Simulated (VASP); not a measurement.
VASP input:

### POSCAR
```
W
1
   -1.5800000000     1.5800000000     1.5800000000
    1.5800000000    -1.5800000000     1.5800000000
    1.5800000000     1.5800000000    -1.5800000000
W
1
Direct
  0.0000000000   0.0000000000   0.0000000000
```

KPOINTS:
```
Automatic mesh
0
Gamma
12 12 12
0 0 0
```

**INCAR**
```
SYSTEM = W
PREC = Accurate
ENCUT = 400
EDIFF = 1E-6
NELM = 60
ALGO = VeryFast
LREAL = .FALSE.
LASPH = .TRUE.
ISMEAR = 1
SIGMA = 0.1
GGA = PE
LMAXMIX = 6
LWAVE = .FALSE.
LCHARG = .FALSE.
ISIF = 2
NELMDL = -1
```

POTCAR, in this order: W_sv (PBE.64 set). Program: vasp_std.

What VASP printed:

**standard output**
```
...
RMM:  24     0.403817443339E+03   -0.11475E+00   -0.88317E-01  2959   0.686E+00    0.957E+00
RMM:  25     0.403734749629E+03   -0.82694E-01   -0.83669E-01  2955   0.663E+00    0.902E+00
RMM:  26     0.403665895322E+03   -0.68854E-01   -0.70255E-01  2936   0.629E+00    0.916E+00
WARNING in EDDRMM: call to ZHEGV failed, returncode =   8  4      3
RMM:  27     0.403586697110E+03   -0.79198E-01   -0.67954E-01  2951   0.606E+00    0.870E+00
RMM:  28     0.403523666981E+03   -0.63030E-01   -0.64276E-01  2942   0.579E+00    0.893E+00
WARNING in EDDRMM: call to ZHEGV failed, returncode =   8  4      4
RMM:  29     0.403472745466E+03   -0.50922E-01   -0.54455E-01  2923   0.562E+00    0.845E+00
RMM:  30     0.403411882828E+03   -0.60863E-01   -0.54061E-01  2979   0.541E+00    0.804E+00
RMM:  31     0.403354122935E+03   -0.57760E-01   -0.56452E-01  2998   0.528E+00    0.916E+00
RMM:  32     0.403300315455E+03   -0.53807E-01   -0.52202E-01  2881   0.518E+00    0.119E+01
RMM:  33     0.403257126278E+03   -0.43189E-01   -0.43981E-01  3005   0.491E+00    0.131E+01
RMM:  34     0.403221315919E+03   -0.35810E-01   -0.37365E-01  3006   0.467E+00    0.137E+01
RMM:  35     0.403191609485E+03   -0.29706E-01   -0.31519E-01  2910   0.449E+00    0.140E+01
RMM:  36     0.403165019985E+03   -0.26590E-01   -0.28175E-01  2891   0.436E+00    0.147E+01
RMM:  37     0.403142775514E+03   -0.22244E-01   -0.23909E-01  2929   0.421E+00    0.146E+01
RMM:  38     0.403123319798E+03   -0.19456E-01   -0.21270E-01  2937   0.414E+00    0.135E+01
RMM:  39     0.403106589903E+03   -0.16730E-01   -0.18385E-01  2954   0.397E+00    0.129E+01
WARNING in EDDRMM: call to ZHEGV failed, returncode =   6  3      6
RMM:  40     0.403090914492E+03   -0.15675E-01   -0.17169E-01  2990   0.387E+00    0.113E+01
RMM:  41     0.403076106955E+03   -0.14808E-01   -0.16146E-01  3019   0.379E+00    0.892E+00
RMM:  42     0.403061905174E+03   -0.14202E-01   -0.15597E-01  3029   0.368E+00    0.705E+00
RMM:  43     0.403048638191E+03   -0.13267E-01   -0.14697E-01  3030   0.357E+00    0.544E+00
RMM:  44     0.403036242635E+03   -0.12396E-01   -0.13830E-01  2976   0.346E+00    0.415E+00
RMM:  45     0.403024712125E+03   -0.11531E-01   -0.12935E-01  2886   0.337E+00    0.295E+00
RMM:  46     0.403013972011E+03   -0.10740E-01   -0.12101E-01  2804   0.328E+00    0.211E+00
RMM:  47     0.403004022150E+03   -0.99499E-02   -0.11272E-01  2753   0.320E+00    0.141E+00
RMM:  48     0.402994784160E+03   -0.92380E-02   -0.10512E-01  2833   0.312E+00    0.952E-01
RMM:  49     0.402986260504E+03   -0.85237E-02   -0.97525E-02  2824   0.305E+00    0.591E-01
RMM:  50     0.402978400973E+03   -0.78595E-02   -0.90415E-02  2797   0.297E+00    0.366E-01
RMM:  51     0.402971222445E+03   -0.71785E-02   -0.83172E-02  2834   0.290E+00    0.166E-01
RMM:  52     0.402964658032E+03   -0.65644E-02   -0.76588E-02  2749   0.283E+00    0.415E-02
RMM:  53     0.402958717839E+03   -0.59402E-02   -0.69930E-02  2594   0.276E+00    0.171E-02
RMM:  54     0.402953356806E+03   -0.53610E-02   -0.63741E-02  2502   0.270E+00    0.426E-02
RMM:  55     0.402948566066E+03   -0.47907E-02   -0.57660E-02  2435   0.263E+00    0.597E-02
RMM:  56     0.402944319946E+03   -0.42461E-02   -0.51838E-02  2290   0.257E+00    0.108E-01
RMM:  57     0.402940648128E+03   -0.36718E-02   -0.45748E-02  2253   0.251E+00    0.152E-01
RMM:  58     0.402937526810E+03   -0.31213E-02   -0.39911E-02  2242   0.245E+00    0.185E-01
RMM:  59     0.402934922934E+03   -0.26039E-02   -0.34437E-02  2195   0.239E+00    0.217E-01
RMM:  60     0.402932711063E+03   -0.22119E-02   -0.30256E-02  2219   0.234E+00

 -----------------------------------------------------------------------------
|                                                                             |
|           W    W    AA    RRRRR   N    N  II  N    N   GGGG   !!!           |
|           W    W   A  A   R    R  NN   N  II  NN   N  G    G  !!!           |
|           W    W  A    A  R    R  N N  N  II  N N  N  G       !!!           |
|           W WW W  AAAAAA  RRRRR   N  N N  II  N  N N  G  GGG   !            |
|           WW  WW  A    A  R   R   N   NN  II  N   NN  G    G                |
|           W    W  A    A  R    R  N    N  II  N    N   GGGG   !!!           |
|                                                                             |
|     The electronic self-consistency was not achieved in the given           |
|     number of steps (NELM). The forces and other quantities evaluated       |
|     might not be reliable so examine the results carefully. If you find     |
|     spurious results, we suggest increasing NELM, if you were close to      |
|     convergence or switching to a different ALGO or adjusting the           |
|     density mixing parameters otherwise.                                    |
|                                                                             |
 -----------------------------------------------------------------------------

   1 F= 0.40293271E+03 E0= 0.40293294E+03  d E =-.692935E-03
```

File OUTCAR:
```
------------------------ aborting loop EDIFF was not reached (unconverged)  ----------------------------
  FORCE on cell =-STRESS in cart. coord.  units (eV):
  Direction    XX          YY          ZZ          XY          YZ          ZX
  --------------------------------------------------------------------------------------
  Total       60.8019986     60.8019986     60.8019986      0.0000000     -0.0000000      0.0000000
  in kB     6174.4344632   6174.4344632   6174.4344632      0.0000000     -0.0000000      0.0000000
  external PRESSURE =    6174.4344632 kB  Pullay stress =       0.0000000 kB
  volume of cell :       15.78
      direct lattice vectors                 reciprocal lattice vectors
    -1.580000000  1.580000000  1.580000000     0.000000000  0.316455696  0.316455696
     1.580000000 -1.580000000  1.580000000     0.316455696  0.000000000  0.316455696
     1.580000000  1.580000000 -1.580000000     0.316455696  0.316455696  0.000000000
 POSITION                                       TOTAL-FORCE (eV/Angst)
 -----------------------------------------------------------------------------------
      0.00000      0.00000      0.00000        -0.000000     -0.000000      0.000000
 -----------------------------------------------------------------------------------
    total drift:                                0.000000     -0.000000      0.000000
  FREE ENERGIE OF THE ION-ELECTRON SYSTEM (eV)
  ---------------------------------------------------
  free  energy   TOTEN  =       402.9327110627 eV

  energy  without entropy=      402.9334039977  energy(sigma->0) =      402.93294204
```
(Selected blocks of OUTCAR.)

Problem. Read input and log: which fault does this run have?
(A) the lattice vectors carry noise near SYMPREC
(B) LSORBIT needs the non-collinear program vasp_ncl
(C) ALGO = VeryFast starts from random orbitals with almost no delay (NELMDL = -1)
(D) NELM is too small, so the electronic loop ends before EDIFF is met

Solution. C, ALGO = VeryFast starts from random orbitals with almost no delay (NELMDL = -1). The run did not converge; its last values are not results. Against the sound run, the energy per atom (σ→0) rises by 415.878 eV/atom; the pressure rises by 609.48 GPa.

To mend it, set ALGO = Normal, remove NELMDL.

The mended run (PBE GGA, plane waves, VASP's PBE PAW potentials (set 64)) converges, and its OSZICAR ends with
```
   1 F= -.12944967E+02 E0= -.12944691E+02  d E =-.829559E-03
```

The compound is W in the bcc structure. The cell was not relaxed at this level.
